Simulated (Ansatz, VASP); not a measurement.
# Cross-check of MoS2 between VASP and Ansatz, part 3 of 3

Aim: how closely do two programs agree when they are given the same cell, functional and k mesh? The cell is taken from a series of VASP runs on this material, whose earlier steps may have relaxed, scaled or displaced it; both programs get it as it stands.

VASP 6.6.1 and Ansatz 0.2.0.

So far. Step 6 (Ansatz: electric field gradients, revPBE): The run ends at a pressure of 0.40 GPa, with forces up to 0.023 eV/Å. Step 8 (VASP: band structure, revPBE, spin-orbit coupling): The run ends at a pressure of 0.06 GPa, with forces up to 0.014 eV/Å.

## (9) Ansatz: band structure, revPBE, spin-orbit coupling

Level of this step: Ansatz beside VASP: Kohn-Sham DFT, plane waves, revPBE, spin-orbit coupling (Ansatz).

The same cell, functional, mesh and smearing now go to Ansatz, which takes its cutoff from its data sets.

The cell is taken from a series of VASP runs on this material, whose earlier steps may have relaxed, scaled or displaced it; both programs get it as it stands.

Contents of input.yaml:

```yaml
crystal:
  lattice:
    - [3.2000069856, 0.0, 0.0]
    - [-1.6000034928, 2.7712873418, 0.0]
    - [0.0, 0.0, 15.0981737458]
  atoms:
    - { symbol: Mo, position: [0.6666666667, 0.3333333333, 0.75] }
    - { symbol: Mo, position: [0.3333333333, 0.6666666667, 0.25] }
    - { symbol: S, position: [0.6666666667, 0.3333333333, 0.3534826125] }
    - { symbol: S, position: [0.3333333333, 0.6666666667, 0.8534826125] }
    - { symbol: S, position: [0.6666666667, 0.3333333333, 0.1465173875] }
    - { symbol: S, position: [0.3333333333, 0.6666666667, 0.6465173875] }
hamiltonian:
  xc: revpbe
  pseudopotentials: { kind: paw_fr }
magnetization:
  noncollinear: true
  spin_orbit: true
kpoints:
  mp_grid: { grid: [6, 6, 1] }
  band_path:
    path:
      - [0.0, 0.0, 0.0]
      - [0.13333, 0.0, 0.0]
      - [0.3, 0.0, 0.0]
      - [0.46667, 0.0, 0.0]
      - [0.46667, 0.06667, 0.0]
      - [0.41111, 0.17778, 0.0]
      - [0.35556, 0.28889, 0.0]
      - [0.33333, 0.33333, 0.0]
      - [0.28889, 0.28889, 0.0]
      - [0.17778, 0.17778, 0.0]
      - [0.06667, 0.06667, 0.0]
      - [0.0, 0.0, 0.03333]
      - [0.0, 0.0, 0.2]
      - [0.0, 0.0, 0.36667]
      - [0.0, 0.0, 0.5]
      - [0.16667, 0.0, 0.5]
      - [0.3, 0.0, 0.5]
      - [0.46667, 0.0, 0.5]
      - [0.46667, 0.06667, 0.5]
      - [0.41111, 0.17778, 0.5]
      - [0.35556, 0.28889, 0.5]
      - [0.28889, 0.28889, 0.5]
      - [0.17778, 0.17778, 0.5]
      - [0.06667, 0.06667, 0.5]
      - [0.5, 0.0, 0.46667]
      - [0.5, 0.0, 0.3]
      - [0.5, 0.0, 0.13333]
      - [0.33333, 0.33333, 0.0]
      - [0.33333, 0.33333, 0.16667]
      - [0.33333, 0.33333, 0.33333]
      - [0.33333, 0.33333, 0.5]
    npoints: 1
scf:
  occupations: { method: gaussian, width: 0.05 }
  n_extra_bands: 18
output:
  forces: true
  stress: true
  eigenvalues: true
```

Run with:

```console
$ ansatz run input.yaml --threads 4 --pin off --max-ram 9216MiB --backend cpu --events-out ev --progress --plain --runs-dir out
```

Numbers of over 12 decimals in the logs are rounded to 6 here.

Output:

```text
[...]
non-collinear run that drives no moment, with spin-orbit: no starting moment large enough to seed its density (crystal.atoms[].spin), no starting occupations that ask for one, no magnetisation constraint and no magnetic field, so the semilocal B_xc is pinned to zero
Crystal: 6 atoms, lattice volume = 133.893 Å³
[...]
k-point 0: bands = [... 48 lower, 6.9838, 6.9838, 7.2968, 7.2968, 9.7553, 9.7553, 9.7568, 9.7568, ... 14 higher]
  k-point 1: bands = [... 48 lower, 6.7607, 6.7607, 6.8903, 6.8903, 9.2861, 9.2861, 9.4987, 9.4987, ... 14 higher]
  k-point 2: bands = [... 48 lower, 6.1343, 6.1343, 6.1698, 6.1698, 9.2347, 9.2347, 9.2523, 9.2523, ... 14 higher]
  k-point 6: bands = [... 48 lower, 6.9931, 6.9931, 7.1437, 7.1437, 8.6914, 8.6914, 8.6944, 8.6944, ... 14 higher]
[key lines of the parts left out:]
SCF converged after 9 iterations
Magnetization: |M| = 0.0000 μB,  M = (+0.0000, +0.0000, +0.0000) μB
Free energy (F): -13547.865159 eV
Fermi energy:    7.993324 eV
P = ⅓ Tr σ = 0.4231 GPa (4.231 kbar)
```

Elapsed: 18 s, on 4 threads of Arm Neoverse V1, shared host; peak memory 0.91 GiB.

## (10) Comparison

What differs besides the data sets and the points named for the pairs above, as far as they apply: spin-orbit coupling enters by fully relativistic files in Ansatz and inside the spheres in VASP. Total energies have different zeros and are not compared.

The two programs side by side:

| quantity | Ansatz | VASP | difference |
| --- | --- | --- | --- |
| pressure (GPa) | 0.42 | 0.06 | +0.37 |
| gap over the path points (eV) | 1.395 | 1.408 | -0.013 |

Levels at points of the path, from each program's valence-band top (eV; 8 filled, then empty):

| k (reciprocal lattice) | Ansatz | VASP |
| --- | --- | --- |
| 0.000 0.000 0.000 | -1.69 -1.69 -1.69 -1.69 -0.31 -0.31 0.00 0.00 2.46 2.46 2.46 2.46 2.54 2.54 | -1.68 -1.68 -1.68 -1.68 -0.31 -0.31 0.00 0.00 2.46 2.47 2.47 2.47 2.54 2.55 |
| 0.133 0.000 0.000 | -1.38 -1.38 -1.14 -1.14 -0.43 -0.43 -0.25 -0.25 2.15 2.15 2.27 2.27 2.33 2.33 | -1.38 -1.38 -1.14 -1.14 -0.43 -0.43 -0.25 -0.25 2.16 2.16 2.28 2.28 2.34 2.34 |
| 0.300 0.000 0.000 | -1.73 -1.73 -1.62 -1.62 -1.11 -1.11 -1.08 -1.08 1.91 1.91 1.99 1.99 2.02 2.02 | -1.73 -1.73 -1.63 -1.63 -1.11 -1.11 -1.08 -1.08 1.92 1.92 2.00 2.00 2.02 2.02 |
| 0.467 0.000 0.000 | -1.25 -1.25 -1.24 -1.24 -0.86 -0.86 -0.85 -0.85 1.96 1.96 1.96 1.96 2.44 2.44 | -1.24 -1.24 -1.23 -1.23 -0.86 -0.86 -0.84 -0.84 1.97 1.97 1.97 1.97 2.45 2.45 |
| 0.467 0.067 0.000 | -1.59 -1.59 -1.52 -1.52 -0.75 -0.75 -0.66 -0.66 1.96 1.96 2.01 2.01 2.46 2.46 | -1.58 -1.58 -1.51 -1.51 -0.74 -0.74 -0.65 -0.65 1.97 1.97 2.02 2.02 2.48 2.48 |
| 0.411 0.178 0.000 | -2.10 -2.10 -2.07 -2.07 -0.57 -0.57 -0.45 -0.45 1.80 1.80 1.85 1.85 2.73 2.73 | -2.11 -2.11 -2.08 -2.08 -0.56 -0.56 -0.44 -0.44 1.81 1.81 1.86 1.86 2.75 2.75 |
| 0.356 0.289 0.000 | -2.31 -2.31 -2.28 -2.28 -0.35 -0.35 -0.20 -0.20 1.45 1.45 1.46 1.46 2.83 2.83 | -2.33 -2.33 -2.30 -2.30 -0.34 -0.34 -0.19 -0.19 1.47 1.47 1.47 1.47 2.83 2.83 |
| 0.333 0.333 0.000 | -2.35 -2.35 -2.33 -2.33 -0.30 -0.30 -0.15 -0.15 1.40 1.40 1.40 1.40 2.80 2.80 | -2.37 -2.37 -2.35 -2.35 -0.29 -0.29 -0.14 -0.14 1.41 1.41 1.41 1.41 2.81 2.81 |
| 0.289 0.289 0.000 | -2.17 -2.17 -2.14 -2.14 -0.49 -0.49 -0.36 -0.36 1.61 1.61 1.64 1.64 2.84 2.84 | -2.18 -2.18 -2.15 -2.15 -0.48 -0.48 -0.35 -0.35 1.62 1.62 1.65 1.65 2.84 2.84 |
| 0.178 0.178 0.000 | -1.35 -1.35 -1.27 -1.27 -1.04 -1.04 -0.96 -0.96 1.63 1.63 1.84 1.84 2.21 2.21 | -1.36 -1.36 -1.27 -1.27 -1.04 -1.04 -0.96 -0.96 1.64 1.64 1.85 1.85 2.21 2.21 |

At this near-relaxed geometry the largest component of a force difference is 14 meV/Å. Among the levels compared at these points, filled levels agree within 16 meV and empty ones within 16 meV.

## (11) Outcome

```yaml
difference_in_gap_over_the_path_points_band_structure_revpbe: -0.010 eV
r_m_s_force_difference_band_structure_revpbe: 8.1 meV/Å
difference_in_vzz_at_mo1_electric_field_gradients_revpbe: 3.0 V/Å²
r_m_s_force_difference_electric_field_gradients_revpbe: 7.3 meV/Å
difference_in_gap_over_the_path_points_band_structure_revpbe_spin_orbit_coupling: -0.013 eV
r_m_s_force_difference_band_structure_revpbe_spin_orbit_coupling: 6.8 meV/Å
```

**Reading.** The r.m.s. force difference is 8.1 meV/Å (band structure, revPBE), within the 12 meV/Å picked in this series as the mark of a large difference. 1 further run of this series is not shown here. How closely two codes agree says nothing of how well the functional describes the real material.

[Lines on the potential files, build, host, timing and source positions are cut from VASP's logs without a mark.]

[Logs are printed without paths, hosts, clocks, repeated set-up lines and the standing remarks that a program may print on its own settings, such as how far it seeks lower states.]

[Hosts, paths, dates, database ids (printed as entryN), source tags and the programs' standing remarks are cut or masked in the printed files.]
